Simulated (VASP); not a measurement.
# LiTiB4 (P6/mmm) in VASP: further runs

Aim: see how the results for LiTiB4 move with the level of theory and the settings. Levels: PBEsol, RPBE, revPBE, BLYP. Tasks: relaxation of cell and atoms.

Program: VASP 6.6.1. These are calculated values, not measurements. Logs are shortened: lines on timing, memory, paths and dates and some standing lists are left out, and cuts for length are marked.

### Step 1. The crystal as given

Symmetry: P6/mmm, No. 191, hexagonal system. The conventional cell has a = 3.021 Å, b = 3.021 Å, c = 6.761 Å, α = 90.00°, β = 90.00°, γ = 120.00°. Li (site symmetry 6/mmm) is surrounded by 12 B at 2.51 Å. Around Ti (site symmetry 6/mmm) lie 12 B at 2.35 Å. B (site symmetry 3m) has 3 B at 1.74 Å as nearest neighbours.

The cell was built by a generator and needn't be a form met in nature.

### Step 2. Relaxation of cell and atoms, PBEsol

File INCAR:

```
SYSTEM = LiTiB4
PREC = Accurate ; ENCUT = 600
EDIFF = 1E-6 ; ISMEAR = -1
SIGMA = 0.05 ; LREAL = .False.
LASPH = .True. ; NELM = 80
ALGO = Fast ; ISIF = 3
LWAVE = .False. ; LCHARG = .False.
GGA = PS ; IBRION = 2
NSW = 40 ; EDIFFG = -0.01
```

File KPOINTS:

```
regular mesh
0
Gamma
  7 7 3
  0 0 0
```

File POSCAR:

```
LiTiB4
1.0
    3.0209600000      0.0000000000      0.0000000000
   -1.5104800000      2.6162300000      0.0000000000
    0.0000000000      0.0000000000      6.7608500000
Li Ti B
1 1 4
Direct
    0.0000000000      0.0000000000      0.5000000000
    0.0000000000      0.0000000000      0.0000000000
    0.3333300000      0.6666700000      0.7673400000
    0.6666700000      0.3333300000      0.7673400000
    0.3333300000      0.6666700000      0.2326600000
    0.6666700000      0.3333300000      0.2326600000
```

Potentials or basis: VASP PAW PBE potentials, release 64 (Li_sv, Ti_sv, B).

The run is started by

```console
> cat potpaw_PBE.64/Li_sv/POTCAR potpaw_PBE.64/Ti_sv/POTCAR potpaw_PBE.64/B/POTCAR > POTCAR
> mpirun -np 1 vasp_std > vasp.out
```

OUTCAR:

```text
SYSTEM = LiTiB4
   PREC = Accurate
   ENCUT = 600
   EDIFF = 1E-6
   ISMEAR = -1
   LREAL = .False.
   LASPH = .True.
   NELM = 80
   ISIF = 3
   GGA = PS
   IBRION = 2
   NSW = 40
   EDIFFG = -0.01

 ion  position               nearest neighbor table
   1  0.000  0.000  0.500-
   2  0.000  0.000  0.000-   3 2.35   4 2.35   5 2.35   6 2.35   4 2.35   6 2.35   3 2.35   5 2.35
                             4 2.35   6 2.35   3 2.35   5 2.35
   3  0.333  0.667  0.767-   4 1.74   4 1.74   4 1.74   2 2.35   2 2.35   2 2.35
   4  0.667  0.333  0.767-   3 1.74   3 1.74   3 1.74   2 2.35   2 2.35   2 2.35
   5  0.333  0.667  0.233-   6 1.74   6 1.74   6 1.74   2 2.35   2 2.35   2 2.35
   6  0.667  0.333  0.233-   5 1.74   5 1.74   5 1.74   2 2.35   2 2.35   2 2.35

  LATTYP: Found a hexagonal cell.
 ALAT       =     3.0209600000
 C/A-ratio  =     2.2379806419

  Lattice vectors:

 A1 = (   3.0209600000,   0.0000000000,   0.0000000000)
 A2 = (  -1.5104800000,   2.6162300000,   0.0000000000)
 A3 = (   0.0000000000,   0.0000000000,   6.7608500000)

Analysis of symmetry for initial positions (statically):
=====================================================================
 Subroutine PRICEL returns:
 Original cell was already a primitive cell.

 Routine SETGRP: Setting up the symmetry group for a
 hexagonal supercell.

 Subroutine GETGRP returns: Found  8 space group operations
 (whereof  8 operations were pure point group operations)
 out of a pool of 24 trial point group operations.

The static configuration has the point symmetry D_2h.

Analysis of symmetry for dynamics (positions and initial velocities):
=====================================================================
 Subroutine PRICEL returns:
 Original cell was already a primitive cell.

 Routine SETGRP: Setting up the symmetry group for a
 hexagonal supercell.

 Subroutine GETGRP returns: Found  8 space group operations
 (whereof  8 operations were pure point group operations)
 out of a pool of 24 trial point group operations.

The dynamic configuration has the point symmetry D_2h.

 Subroutine INISYM returns: Found  8 space group operations
 (whereof  8 operations are pure point group operations),
 and found     1 'primitive' translations

----------------------------------------------------------------------------------------

                                     Primitive cell

  volume of cell :      53.4346

  direct lattice vectors                    reciprocal lattice vectors
     3.020960000  0.000000000  0.000000000     0.331020603  0.191114696  0.000000000
    -1.510480000  2.616230000  0.000000000     0.000000000  0.382229391  0.000000000
     0.000000000  0.000000000  6.760850000     0.000000000  0.000000000  0.147910396

  length of vectors
     3.020960000  3.020961642  6.760850000     0.382229599  0.382229391  0.147910396

  position of ions in fractional coordinates (direct lattice)
     0.000000000  0.000000000  0.500000000
     0.000000000  0.000000000  0.000000000
     0.333330000  0.666670000  0.767340000
     0.666670000  0.333330000  0.767340000
     0.333330000  0.666670000  0.232660000
     0.666670000  0.333330000  0.232660000

  ion indices of the primitive-cell ions
   primitive index   ion index
                 1           1
                 2           2
                 3           3
                 4           4
                 5           5
                 6           6

----------------------------------------------------------------------------------------

 KPOINTS: regular mesh

Automatic generation of k-mesh.
 Grid dimensions read from file:
 generate k-points for:    7    7    3

 Generating k-lattice:

  Cartesian coordinates                     Fractional coordinates (reciprocal lattice)
     0.047288658  0.027302099  0.000000000     0.142857143  0.000000000  0.000000000
     0.000000000  0.054604199  0.000000000     0.000000000  0.142857143  0.000000000
     0.000000000  0.000000000  0.049303465     0.000000000  0.000000000  0.333333333

  Length of vectors
[... 45 lines left out ...]
   IALGO  =     68    algorithm
   IMIX   =      4    mixing-type and parameters
     AMIX     =   0.40;   BMIX     =  1.00
     AMIX_MAG =   1.60;   BMIX_MAG =  1.00
  volume/ion in A,a.u.               =       8.91        60.10
  Fermi-wavevector in a.u.,A,eV,Ry     =   1.303933  2.464077 23.133195  1.700242
  Thomas-Fermi vector in A             =   2.434902
   LORBIT       =      0    0 simple, 1 ext, 2 COOP (PROOUT), +10 PAW based schemes
   GGA     = PS    functional components
   LHFCALC =     F    Hartree Fock is set to
   AEXX    =    0.0000 exact exchange contribution
   IVDW    =     0    specifies the selected vdW correction
   LEPSILON=     F    determine dielectric tensor
   LRPA    =     F    only Hartree local field effects (RPA)
 conjugate gradient relaxation of ions
 non-spin polarized calculation
 RMM-DIIS sequential band-by-band and
  energy-cutoff  :      600.00
  volume of cell :       53.43
 maximum number of plane-waves:      1802
   NGX = 13   NGY = 13   NGZ = 27

--------------------------------------- Ionic step        1  -------------------------------------------

 number of electron      27.0000010 magnetization

 Free energy of the ion-electron system (eV)
  ---------------------------------------------------
  ext. energy  EPLUGINS =         0.00000000
  ---------------------------------------------------
  free energy    TOTEN  =       -41.71876184 eV

  energy without entropy =      -41.70289949  energy(sigma->0) =      -41.71083066

------------------------ aborting loop because EDIFF is reached ----------------------------------------

  FORCE on cell =-STRESS in cart. coord.  units (eV):
  Direction    XX          YY          ZZ          XY          YZ          ZX
  --------------------------------------------------------------------------------------
  -------------------------------------------------------------------------------------
  Total       -0.8672754     -0.8672940     -1.5660070     -0.0000150      0.0000000      0.0000000
  in kB      -26.0043159    -26.0048734    -46.9550265     -0.0004501      0.0000000      0.0000000
  external PRESSURE =     -32.9880719 kB  Pullay stress =       0.0000000 kB
[... 225 lines left out ...]
  energy  without entropy=      -41.7170945881  energy(sigma->0) =      -41.72498622

--------------------------------------- Ionic step        7  -------------------------------------------

 number of electron      27.0000005 magnetization

 Free energy of the ion-electron system (eV)
  ---------------------------------------------------
  ext. energy  EPLUGINS =         0.00000000
  ---------------------------------------------------
  free energy    TOTEN  =       -41.73317200 eV

  energy without entropy =      -41.71734773  energy(sigma->0) =      -41.72525987

 E-fermi :   6.1725     XC(G=0): -11.5603

 val. band max:        6.1687178147   @ k =  -0.1429   0.4286   0.3333
 cond. band min:       6.2708957560   @ k =  -0.2857   0.2857   0.3333
 fundamental gap:      0.1021779413
 Fermi energy:         6.1725488431

 k-point     1 :       0.0000    0.0000    0.0000
  band No.  band energies     occupation
      1     -50.0256      2.00000
      2     -38.0126      2.00000
      3     -26.6350      2.00000
      4     -26.1285      2.00000
      5     -26.1285      2.00000
      6      -5.8525      2.00000
[... 9 lines left out ...]
     16       7.3518      0.00000
     17       9.8031      0.00000
[... 443 lines left out ...]
      1     -49.9961      2.00000
      2     -38.0039      2.00000
      3     -26.5912      2.00000
      4     -26.3348      2.00000
      5     -26.1899      2.00000
      6      -4.6324      2.00000
[... 9 lines left out ...]
     16       8.9470      0.00000
     17       9.2380      0.00000

 [... further k-points ...]

------------------------ aborting loop because EDIFF is reached ----------------------------------------

  FORCE on cell =-STRESS in cart. coord.  units (eV):
  Direction    XX          YY          ZZ          XY          YZ          ZX
  --------------------------------------------------------------------------------------
  -------------------------------------------------------------------------------------
  Total       -0.0325809     -0.0319713     -0.0191860      0.0005279      0.0000000      0.0000000
  in kB       -0.9982423     -0.9795656     -0.5878370      0.0161757      0.0000000      0.0000000
  external PRESSURE =      -0.8552150 kB  Pullay stress =       0.0000000 kB
[... 21 lines left out ...]
  FREE ENERGIE OF THE ION-ELECTRON SYSTEM (eV)
  ---------------------------------------------------
  free  energy   TOTEN  =       -41.7331720038 eV

  energy  without entropy=      -41.7173477267  energy(sigma->0) =      -41.72525987

 reached required accuracy - stopping structural energy minimisation
```

Run time: 5.7 min. Hardware: 1 thread of Intel Xeon Platinum 8488C (Sapphire Rapids), shared host; peak memory 0.2 GiB.

What came out:

- Free energy: -41.7332 eV
- Relaxed volume: 8.72 Å³/atom
- Relaxed cell: a = 3.012 Å, b = 3.012 Å, c = 6.654 Å, α = 90.00°, β = 90.00°, γ = 120.00°
- Space group after relaxing (to 0.05 Å): P6/mmm (No. 191)
- Energy gained by relaxing: 2.4 meV/atom
- Ionic steps: 7
- Pressure after relaxing: -0.1 GPa
- Largest force after relaxing: 0.004 eV/Å
- Band gap on the k mesh: none (metal or under the smearing width)

Forces on the atoms (eV/Å):
```
Li   0.000  0.000  0.000
Ti   0.000  0.000  0.000
B    0.000  0.000 -0.004
B    0.000  0.000 -0.004
B    0.000  0.000  0.004
B    0.000  0.000  0.004
```

The path:
| step | energy change (eV) | largest force (eV/Å) | pressure (GPa) | volume (Å³) |
| --- | --- | --- | --- | --- |
| 1 | 0.0000 | 0.1234 | -3.30 | 53.43 |
| 2 | -0.0102 | 0.0556 | 1.53 | 52.03 |
| 3 | -0.0122 | 0.0026 | 0.35 | 52.43 |
| 4 | -0.0139 | 0.0306 | -0.06 | 52.43 |
| 5 | -0.0139 | 0.0333 | -0.08 | 52.43 |
| 6 | -0.0141 | 0.0253 | -0.08 | 52.39 |
| 7 | -0.0144 | 0.0037 | -0.09 | 52.29 |

Final structure:
```
Li Ti B
1.0
     3.01238   -0.00001    0.00000
    -1.50620    2.60879    0.00000
     0.00000    0.00000    6.65410
Li Ti B
1 1 4
Direct
  0.00000 0.00000 0.50000
  0.00000 0.00000 0.00000
  0.33333 0.66667 0.76714
  0.66667 0.33333 0.76714
  0.33333 0.66667 0.23286
  0.66667 0.33333 0.23286
```

Caveat: the cutoff is under 1.25 times the usual one of these potentials, so pressure, stress and relaxed cells hold a basis-set (Pulay) error; the PAW data sets were made with another functional, which shifts forces and pressure a little.

### Step 3. Relaxation of cell and atoms, RPBE

INCAR, as its differences from that of step 2:

```diff
@@ -7,3 +7,3 @@
 LWAVE = .False. ; LCHARG = .False.
-GGA = PS ; IBRION = 2
+GGA = RP ; IBRION = 2
 NSW = 40 ; EDIFFG = -0.01
```

KPOINTS is that of step 2.

POSCAR is that of step 2.

Potentials or basis: VASP PAW PBE potentials, release 64 (Li_sv, Ti_sv, B).

The run is started by

```console
> cat potpaw_PBE.64/Li_sv/POTCAR potpaw_PBE.64/Ti_sv/POTCAR potpaw_PBE.64/B/POTCAR > POTCAR
> mpirun -np 1 vasp_std > vasp.out
```

It took 6.4 min on 1 thread of Intel Xeon Platinum 8488C (Sapphire Rapids), shared host; peak memory 0.2 GiB.

Results (log left out):

```
Free energy                            : -37.9425 eV
Relaxed volume                         : 9.07 Å³/atom
Relaxed cell                           : a = 3.040 Å, b = 3.040 Å, c = 6.798 Å, α = 90.00°, β = 90.00°, γ = 120.00°
Space group after relaxing (to 0.05 Å) : P6/mmm (No. 191)
Energy gained by relaxing              : 1.8 meV/atom
Ionic steps                            : 11
Pressure after relaxing                : 0.0 GPa
Largest force after relaxing           : 0.010 eV/Å
Band gap on the k mesh                 : none (metal or under the smearing width)
```

Forces on the atoms (eV/Å):
```
Li   0.000  0.000  0.000
Ti   0.000  0.000  0.000
B    0.000  0.000  0.010
B    0.000  0.000  0.010
B    0.000  0.000 -0.010
B    0.000  0.000 -0.010
```

Step by step:
| step | energy change (eV) | largest force (eV/Å) | pressure (GPa) | volume (Å³) |
| --- | --- | --- | --- | --- |
| 1 | 0.0000 | 0.0721 | 3.18 | 53.43 |
| 2 | -0.0073 | 0.0380 | -1.48 | 54.81 |
| 3 | -0.0104 | 0.0015 | -0.09 | 54.34 |
| 4 | -0.0104 | 0.0025 | 0.17 | 54.29 |
| 5 | -0.0104 | 0.0006 | 0.16 | 54.31 |
| 6 | -0.0106 | 0.0103 | 0.09 | 54.36 |
| 7 | -0.0106 | 0.0175 | 0.03 | 54.41 |
| 8 | -0.0106 | 0.0133 | 0.01 | 54.39 |
| 9 | -0.0106 | 0.0121 | 0.02 | 54.38 |
| 10 | -0.0106 | 0.0130 | 0.01 | 54.39 |
| 11 | -0.0107 | 0.0097 | 0.04 | 54.40 |

Final structure:
```xyz
6
Lattice="3.0397 0.0000 0.0000 -1.5199 2.6325 0.0000 0.0000 0.0000 6.7977" Properties=species:S:1:pos:R:3 pbc="T T T"
Li    0.0000    0.0000    3.3988
Ti    0.0000    0.0000    0.0000
B     0.0000    1.7550    5.2147
B     1.5199    0.8775    5.2147
B     0.0000    1.7550    1.5830
B     1.5199    0.8775    1.5830
```

Levels at points of the mesh, in eV from the Fermi level:
| k point | band 11 | band 12 | band 13 | band 14 | band 15 | band 16 | band 17 |
| --- | --- | --- | --- | --- | --- | --- | --- |
| (0.00, 0.00, 0.00) | -1.08 | 0.22 | 0.91 | 0.91 | 1.19 | 1.19 | 3.45 |

Caveat: the cutoff is under 1.25 times the usual one of these potentials, so pressure, stress and relaxed cells hold a basis-set (Pulay) error; the PAW data sets were made with another functional, which shifts forces and pressure a little.

### Step 4. Relaxation of cell and atoms, revPBE

INCAR, as its differences from that of step 3:

```diff
@@ -7,3 +7,3 @@
 LWAVE = .False. ; LCHARG = .False.
-GGA = RP ; IBRION = 2
+GGA = RE ; IBRION = 2
 NSW = 40 ; EDIFFG = -0.01
```

KPOINTS is that of step 3.

POSCAR is that of step 3.

The run is started by

```console
> cat potpaw_PBE.64/Li_sv/POTCAR potpaw_PBE.64/Ti_sv/POTCAR potpaw_PBE.64/B/POTCAR > POTCAR
> mpirun -np 1 vasp_std > vasp.out
```

Run time: 7 min. Hardware: 1 thread of Intel Xeon Platinum 8488C (Sapphire Rapids), shared host; peak memory 0.2 GiB.

The run converged. Its results:

```yaml
Free_energy: -38.3023 eV
Relaxed_volume: 9.05 Å³/atom
Relaxed_cell: a = 3.037 Å, b = 3.037 Å, c = 6.797 Å, α = 90.00°, β = 90.00°, γ = 120.00°
Space_group_after_relaxing_to_0.05_Å: P6/mmm (No. 191)
Energy_gained_by_relaxing: 1.2 meV/atom
Ionic_steps: 12
Pressure_after_relaxing: -0.1 GPa
Band_gap_on_the_k_mesh: none (metal or under the smearing width)
```

Forces in eV/Å, atoms in the order of the input:
```
Li   0.000  0.000  0.000
Ti   0.000  0.000  0.000
B    0.000  0.000  0.002
B    0.000  0.000  0.002
B    0.000  0.000 -0.002
B    0.000  0.000 -0.002
```

Step by step:
```
step  energy change (eV)  largest force (eV/Å)  pressure (GPa)  volume (Å³)
   1              0.0000                0.0444            2.76        53.43
   2             -0.0038                0.0426           -1.32        54.63
   3             -0.0067                0.0091           -0.01        54.14
   4             -0.0067                0.0085            0.14        54.13
   5             -0.0068                0.0113            0.14        54.16
   6             -0.0068                0.0162            0.10        54.22
   7             -0.0069                0.0133           -0.05        54.27
   8             -0.0069                0.0134           -0.09        54.30
   9             -0.0069                0.0104           -0.23        54.34
  10             -0.0069                0.0117           -0.15        54.31
  11             -0.0069                0.0121           -0.14        54.30
  12             -0.0069                0.0022           -0.06        54.28
```

Final structure:
```
Li Ti B
1.0
     3.03685    0.00000    0.00000
    -1.51843    2.62999    0.00000
     0.00000    0.00000    6.79666
Li Ti B
1 1 4
Direct
  0.00000 0.00000 0.50000
  0.00000 0.00000 0.00000
  0.33333 0.66667 0.76767
  0.66667 0.33333 0.76767
  0.33333 0.66667 0.23233
  0.66667 0.33333 0.23233
```

Levels at points of the mesh, in eV from the Fermi level:
```
           k point  band 11  band 12  band 13  band 14  band 15  band 16
(0.00, 0.00, 0.00)    -1.10     0.22     0.91     0.91     1.19     1.19
```

Caveat: the cutoff is under 1.25 times the usual one of these potentials, so pressure, stress and relaxed cells hold a basis-set (Pulay) error; the PAW data sets were made with another functional, which shifts forces and pressure a little.

### Step 5. Relaxation of cell and atoms, BLYP

INCAR, as its differences from that of step 4:

```diff
@@ -7,3 +7,5 @@
 LWAVE = .False. ; LCHARG = .False.
-GGA = RE ; IBRION = 2
+GGA = B5 ; ALDAX = 1.0
+AGGAX = 1.0 ; AGGAC = 1.0
+ALDAC = 0.0 ; IBRION = 2
 NSW = 40 ; EDIFFG = -0.01
```

KPOINTS is that of step 4.

POSCAR is that of step 4.

The run is started by

```console
> cat potpaw_PBE.64/Li_sv/POTCAR potpaw_PBE.64/Ti_sv/POTCAR potpaw_PBE.64/B/POTCAR > POTCAR
> mpirun -np 1 vasp_std > vasp.out
```

Wall time 11 min (1 thread of Intel Xeon Platinum 8488C (Sapphire Rapids), shared host); peak memory 0.2 GiB.

It converged, with:

| Quantity | Value |
| --- | --- |
| Free energy | -35.8490 eV |
| Relaxed volume | 9.13 Å³/atom |
| Relaxed cell | a = 3.034 Å, b = 3.034 Å, c = 6.875 Å, α = 90.00°, β = 90.00°, γ = 120.00° |
| Space group after relaxing (to 0.05 Å) | P6/mmm (No. 191) |
| Energy gained by relaxing | 3.1 meV/atom |
| Ionic steps | 10 |
| Pressure after relaxing | -0.1 GPa |
| Largest force after relaxing | 0.006 eV/Å |
| Band gap on the k mesh | none (metal or under the smearing width) |

Forces in eV/Å, atoms in the order of the input:
```
Li   0.000  0.000  0.000
Ti   0.000  0.000  0.000
B    0.000  0.000  0.006
B    0.000  0.000  0.006
B    0.000  0.000 -0.006
B    0.000  0.000 -0.006
```

Stress tensor (GPa, compression positive):
```
-0.05  0.00  0.00
 0.00 -0.05  0.00
 0.00  0.00 -0.17
```

The path:
| step | energy change (eV) | largest force (eV/Å) | pressure (GPa) | volume (Å³) |
| --- | --- | --- | --- | --- |
| 1 | 0.0000 | 0.1518 | 3.82 | 53.43 |
| 2 | -0.0144 | 0.0372 | -1.18 | 55.09 |
| 3 | -0.0165 | 0.0055 | -0.46 | 54.67 |
| 4 | -0.0165 | 0.0123 | -0.22 | 54.61 |
| 5 | -0.0183 | 0.0162 | 0.12 | 54.62 |
| 6 | -0.0183 | 0.0194 | 0.15 | 54.62 |
| 7 | -0.0184 | 0.0198 | 0.03 | 54.68 |
| 8 | -0.0185 | 0.0202 | -0.22 | 54.79 |
| 9 | -0.0185 | 0.0144 | -0.19 | 54.80 |
| 10 | -0.0186 | 0.0056 | -0.09 | 54.81 |

Final structure:
```
Li Ti B
1.0
     3.03399    0.00000    0.00000
    -1.51700    2.62751    0.00000
     0.00000    0.00000    6.87512
Li Ti B
1 1 4
Direct
  0.00000 0.00000 0.50000
  0.00000 0.00000 0.00000
  0.33333 0.66667 0.76708
  0.66667 0.33333 0.76708
  0.33333 0.66667 0.23292
  0.66667 0.33333 0.23292
```

Levels at points of the mesh, in eV from the Fermi level:
```tsv
k point	band 10	band 11	band 12	band 13	band 14	band 15	band 16	band 17
(0.00, 0.00, 0.00)	-1.06	-1.06	0.19	0.82	0.82	1.17	1.17	3.24
```

Caveat: the cutoff is under 1.25 times the usual one of these potentials, so pressure, stress and relaxed cells hold a basis-set (Pulay) error; the PAW data sets were made with another functional, which shifts forces and pressure a little.

### Step 6. Summary

```tsv
level	gap on the mesh (eV)	pressure (GPa)	relaxed volume (Å³/atom)	largest force (eV/Å)
PBEsol	none	-0.1	8.72	-
RPBE	none	0.0	9.07	0.01
revPBE	none	-0.1	9.05	-
BLYP	none	-0.1	9.13	0.01
```

Alike in all rows: task relaxation of cell and atoms; potentials or basis VASP PAW PBE potentials, release 64 (Li_sv, Ti_sv, B); no spin polarisation; cell relaxed; k mesh 7 × 7 × 3; cutoff (eV) 600; smearing fermi-dirac 0.05 eV.

Caveats: the cutoff is under 1.25 times the usual one of these potentials, so pressure, stress and relaxed cells hold a basis-set (Pulay) error; the PAW data sets were made with another functional, which shifts forces and pressure a little.

Total energies depend on the potentials used, so only differences within one code and one set of settings carry meaning.
